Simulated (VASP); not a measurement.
Computed with PBE GGA, VASP's PBE PAW potentials (set 64) (plane waves; VASP 6.6.1).

VASP input:

**INCAR**
```
SIGMA = 0.1   ! width (eV)
NELM = 100   ! most electronic steps
PREC = Accurate
ALGO = Normal   ! blocked Davidson
EDIFF = 1E-6   ! SCF stop (eV)
SYSTEM = Sc3Mn
LCHARG = .FALSE.
LWAVE = .FALSE.
GGA = PE   ! PBE
ISPIN = 2   ! spin-polarised
MAGMOM = 4.0 3*0.0
LORBIT = 11   ! lm-projected
ENCUT = 300   ! plane-wave cut-off (eV)
ISMEAR = 0   ! Gaussian
LASPH = .TRUE.
ISIF = 2
LREAL = .FALSE.   ! projection in real space or not
LMAXMIX = 4   ! l cut-off of mixed one-centre charges
```

**KPOINTS**
```
Automatic mesh
0
Gamma
4 4 4
0 0 0
```

File POSCAR:
```
Sc3Mn
1
    0.0000000000     3.7973590000     3.7973590000
    3.7973590000     0.0000000000     3.7973590000
    3.7973590000     3.7973590000     0.0000000000
Mn Sc
1 3
Direct
  0.0000000000   0.0000000000   0.0000000000
  0.5000000000   0.5000000000   0.5000000000
  0.2500000000   0.2500000000   0.2500000000
  0.7500000000   0.7500000000   0.7500000000
```

POTCAR, in this order: Mn_pv Sc_sv (PBE.64 set). Program: vasp_std.

Output of the run:

File OUTCAR:
```
 ion  position               nearest neighbor table
   1  0.000  0.000  0.000-   4 3.29   4 3.29   4 3.29   3 3.29   4 3.29   3 3.29   3 3.29   3 3.29
  LATTYP: Found a face centered cubic cell.
 ALAT       =     7.5947180000
 Subroutine PRICEL returns:
 Original cell was already a primitive cell.
 Subroutine GETGRP returns: Found 48 space group operations
The static configuration has the point symmetry O_h .
The dynamic configuration has the point symmetry O_h .
The overall configuration has the point symmetry O_h .
 Subroutine INISYM returns: Found 48 space group operations
 Subroutine IBZKPT returns following result:
 Found      8 irreducible k-points:

 Following reciprocal coordinates:
            Coordinates               Weight
  0.000000  0.000000  0.000000      1.000000
  0.250000  0.000000  0.000000      8.000000
  0.500000  0.000000  0.000000      4.000000
  0.250000  0.250000  0.000000      6.000000
  0.500000  0.250000  0.000000     24.000000
 -0.250000  0.250000  0.000000     12.000000
  0.500000  0.500000  0.000000      3.000000
 -0.250000  0.500000  0.250000      6.000000
   k-points           NKPTS =      8   k-points in BZ     NKDIM =      8   number of bands    NBANDS=     29
...
```

**OSZICAR**
```
       N       E                     dE             d eps       ncg     rms          rms(c)
DAV:   1     0.592974445671E+03    0.59297E+03   -0.18802E+04  1104   0.112E+03
DAV:   2     0.195799542069E+02   -0.57339E+03   -0.56602E+03  1168   0.624E+02
DAV:   3    -0.271544261020E+02   -0.46734E+02   -0.44203E+02  1622   0.174E+02
DAV:   4    -0.298359386368E+02   -0.26815E+01   -0.25504E+01  1544   0.375E+01
DAV:   5    -0.299103471532E+02   -0.74409E-01   -0.72888E-01  1411   0.631E+00    0.129E+01
DAV:   6    -0.313442095249E+02   -0.14339E+01   -0.37036E+01  1216   0.398E+01    0.372E+01
DAV:   7    -0.265157269904E+02    0.48285E+01   -0.47147E+01  1254   0.303E+01    0.106E+01
DAV:   8    -0.259708345777E+02    0.54489E+00   -0.32387E+00  1272   0.124E+01    0.706E+00
DAV:   9    -0.261371365280E+02   -0.16630E+00   -0.26972E-01  1360   0.323E+00    0.510E+00
DAV:  10    -0.262346161052E+02   -0.97480E-01   -0.54363E-01  1280   0.458E+00    0.166E+00
DAV:  11    -0.262340214666E+02    0.59464E-03   -0.81967E-02  1371   0.216E+00    0.962E-01
DAV:  12    -0.262244672348E+02    0.95542E-02   -0.45278E-02  1284   0.102E+00    0.754E-01
DAV:  13    -0.262273552853E+02   -0.28881E-02   -0.10704E-02  1248   0.620E-01    0.149E-01
DAV:  14    -0.262278893260E+02   -0.53404E-03   -0.25278E-03  1316   0.276E-01    0.120E-01
DAV:  15    -0.262279442842E+02   -0.54958E-04   -0.26529E-04  1353   0.125E-01    0.710E-02
DAV:  16    -0.262280038567E+02   -0.59573E-04   -0.29700E-04  1222   0.104E-01    0.196E-02
DAV:  17    -0.262280277074E+02   -0.23851E-04   -0.93667E-05  1376   0.625E-02    0.115E-02
DAV:  18    -0.262280302611E+02   -0.25537E-05   -0.69403E-06  1320   0.216E-02    0.687E-03
DAV:  19    -0.262280315478E+02   -0.12867E-05   -0.55007E-06  1128   0.182E-02    0.313E-03
DAV:  20    -0.262280317765E+02   -0.22868E-06   -0.43191E-07   609   0.785E-03
   1 F= -.26228032E+02 E0= -.26209203E+02  d E =-.376572E-01  mag=     2.5177
```

### OUTCAR
```
------------------------ aborting loop because EDIFF is reached ----------------------------------------
  FORCE on cell =-STRESS in cart. coord.  units (eV):
  Direction    XX          YY          ZZ          XY          YZ          ZX
  --------------------------------------------------------------------------------------
  Total       -6.4057363     -6.4057363     -6.4057363     -0.0000000      0.0000000      0.0000000
  in kB      -93.7140429    -93.7140429    -93.7140429     -0.0000000      0.0000000      0.0000000
  external PRESSURE =     -93.7140429 kB  Pullay stress =       0.0000000 kB
  volume of cell :      109.52
      direct lattice vectors                 reciprocal lattice vectors
     0.000000000  3.797359000  3.797359000    -0.131670458  0.131670458  0.131670458
     3.797359000  0.000000000  3.797359000     0.131670458 -0.131670458  0.131670458
     3.797359000  3.797359000  0.000000000     0.131670458  0.131670458 -0.131670458
 POSITION                                       TOTAL-FORCE (eV/Angst)
 -----------------------------------------------------------------------------------
      0.00000      0.00000      0.00000         0.000000      0.000000      0.000000
      3.79736      3.79736      3.79736         0.000000      0.000000      0.000000
      1.89868      1.89868      1.89868        -0.000000     -0.000000     -0.000000
      5.69604      5.69604      5.69604         0.000000      0.000000      0.000000
 -----------------------------------------------------------------------------------
    total drift:                                0.000000     -0.000000      0.000000
  FREE ENERGIE OF THE ION-ELECTRON SYSTEM (eV)
  ---------------------------------------------------
  free  energy   TOTEN  =       -26.2280317765 eV

  energy  without entropy=      -26.1903746033  energy(sigma->0) =      -26.20920319

 total charge

# of ion       s       p       d       tot
------------------------------------------
    1        0.289   6.159   4.808  11.256
    2        2.253   6.080   0.926   9.260
    3        2.227   6.083   0.891   9.202
    4        2.227   6.083   0.891   9.202
--------------------------------------------------
tot          6.997  24.405   7.517  38.920

 magnetization (x)

# of ion       s       p       d       tot
------------------------------------------
    1        0.053   0.048   3.861   3.962
    2       -0.013  -0.044  -0.355  -0.411
    3       -0.016  -0.029  -0.254  -0.300
    4       -0.016  -0.029  -0.254  -0.300
--------------------------------------------------
tot          0.008  -0.054   2.998   2.952
```
(Selected blocks of OUTCAR.)

At this cut-off the stress carries a Pulay error, which pulls relaxed volumes low. The moments were started parallel, and other spin orders were not tried in this run.

The structure was generated: Sc3Mn was put into an ordered model structure, which need not be its known phase. The cell was not relaxed at this level. The k-mesh is coarse (spacing up to 0.36 per Å, 2π included), so the numbers may not be converged in it.
